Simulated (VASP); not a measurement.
Output of a VASP run:

File OSZICAR:
```
       N       E                     dE             d eps       ncg     rms          rms(c)
DAV:   1     0.653941996910E+03    0.65394E+03   -0.28675E+04  2920   0.166E+03
DAV:   2    -0.323343817686E+02   -0.68628E+03   -0.67096E+03  2928   0.535E+02
DAV:   3    -0.904296719105E+02   -0.58095E+02   -0.56695E+02  3672   0.156E+02
DAV:   4    -0.922060693603E+02   -0.17764E+01   -0.17533E+01  3612   0.261E+01
DAV:   5    -0.922457792308E+02   -0.39710E-01   -0.39516E-01  3880   0.374E+00    0.464E+01
DAV:   6    -0.783190196469E+02    0.13927E+02   -0.27043E+02  3500   0.110E+02    0.169E+01
DAV:   7    -0.739531011711E+02    0.43659E+01   -0.47585E+01  3456   0.505E+01    0.522E+00
DAV:   8    -0.738437720678E+02    0.10933E+00   -0.14877E+00  3492   0.771E+00    0.186E+00
DAV:   9    -0.738271017042E+02    0.16670E-01   -0.21186E-01  3840   0.227E+00    0.687E-01
DAV:  10    -0.738216386012E+02    0.54631E-02   -0.45815E-02  3680   0.161E+00    0.653E-02
DAV:  11    -0.738216697544E+02   -0.31153E-04   -0.11874E-03  3624   0.265E-01    0.331E-02
DAV:  12    -0.738216667377E+02    0.30167E-05   -0.85167E-05  4096   0.618E-02    0.982E-03
DAV:  13    -0.738216648817E+02    0.18560E-05   -0.76713E-06  3332   0.214E-02    0.176E-03
DAV:  14    -0.738216650256E+02   -0.14395E-06   -0.34619E-07  1788   0.642E-03
   1 F= -.73821665E+02 E0= -.73819106E+02  d E =-.511782E-02
```

File OUTCAR:
```
------------------------ aborting loop because EDIFF is reached ----------------------------------------
  FORCE on cell =-STRESS in cart. coord.  units (eV):
  Direction    XX          YY          ZZ          XY          YZ          ZX
  --------------------------------------------------------------------------------------
  Total       -1.5649130     -1.5649130     -1.9133294      0.0000000      0.0000000     -0.0000000
  in kB      -38.2016212    -38.2016212    -46.7069326      0.0000000      0.0000000     -0.0000000
  external PRESSURE =     -41.0367250 kB  Pullay stress =       0.0000000 kB
  volume of cell :       65.63
      direct lattice vectors                 reciprocal lattice vectors
    -1.450240000  1.450240000  7.801520000     0.000000000  0.344770521  0.064090075
     1.450240000 -1.450240000  7.801520000     0.344770521  0.000000000  0.064090075
     1.450240000  1.450240000 -7.801520000     0.344770521  0.344770521  0.000000000
 POSITION                                       TOTAL-FORCE (eV/Angst)
 -----------------------------------------------------------------------------------
      0.00000      0.00000      3.08269        -0.000000     -0.000000     -0.011260
      0.00000      1.45024      6.98345        -0.000000     -0.000000     -0.011260
      0.00000      1.45024      0.81807        -0.000000     -0.000000      0.011260
      0.00000      0.00000     12.52035         0.000000      0.000000      0.011260
      0.00000      0.00000      5.34045        -0.000000      0.000000     -0.016381
      1.45024      0.00000      1.43969         0.000000     -0.000000     -0.016381
      1.45024      0.00000      6.36183         0.000000     -0.000000      0.016381
      0.00000      0.00000     10.26259        -0.000000      0.000000      0.016381
 -----------------------------------------------------------------------------------
    total drift:                               -0.000000      0.000000      0.000000
  FREE ENERGIE OF THE ION-ELECTRON SYSTEM (eV)
  ---------------------------------------------------
  free  energy   TOTEN  =       -73.8216650256 eV

  energy  without entropy=      -73.8165472061  energy(sigma->0) =      -73.81910612
```
(Selected blocks of OUTCAR.)

**POSCAR**
```
CrB
1
   -1.4502400000     1.4502400000     7.8015200000
    1.4502400000    -1.4502400000     7.8015200000
    1.4502400000     1.4502400000    -7.8015200000
Cr B
4 4
Direct
  0.1975700000   0.1975700000   0.0000000000
  0.9475700000   0.4475700000   0.5000000000
  0.5524300000   0.0524300000   0.5000000000
  0.8024300000   0.8024300000   0.0000000000
  0.3422700000   0.3422700000   0.0000000000
  0.0922700000   0.5922700000   0.5000000000
  0.4077300000   0.9077300000   0.5000000000
  0.6577300000   0.6577300000   0.0000000000
```

Q: Write an INCAR and KPOINTS that could have produced this output.

A: One answer among several that fit: the input of the run itself, PBEsol GGA, plane waves, VASP's PBE PAW potentials (set 64).

**KPOINTS**
```
Automatic mesh
0
G
 7 7 7
```

INCAR:
```
SYSTEM = CrB
PREC = Accurate; ENCUT = 400; LREAL = .FALSE.
LASPH = .TRUE.
EDIFF = 1E-6; NELM = 100; ALGO = Normal
LMAXMIX = 4
ISMEAR = 0; SIGMA = 0.05
GGA = PS
ISIF = 2
LWAVE = .FALSE.; LCHARG = .FALSE.
```

POTCAR, in this order: Cr_pv B (PBE.64 set). Program: vasp_std.

At this cut-off the stress carries a Pulay error, which pulls relaxed volumes low.

The structure comes from a computed database's CrB entry; how it stands against other phases isn't given here. The cell was not relaxed at this level. The k-mesh is coarse (spacing up to 0.44 per Å, 2π included), so the numbers may not be converged in it. The run is not spin-polarised, so no magnetic state was tried.
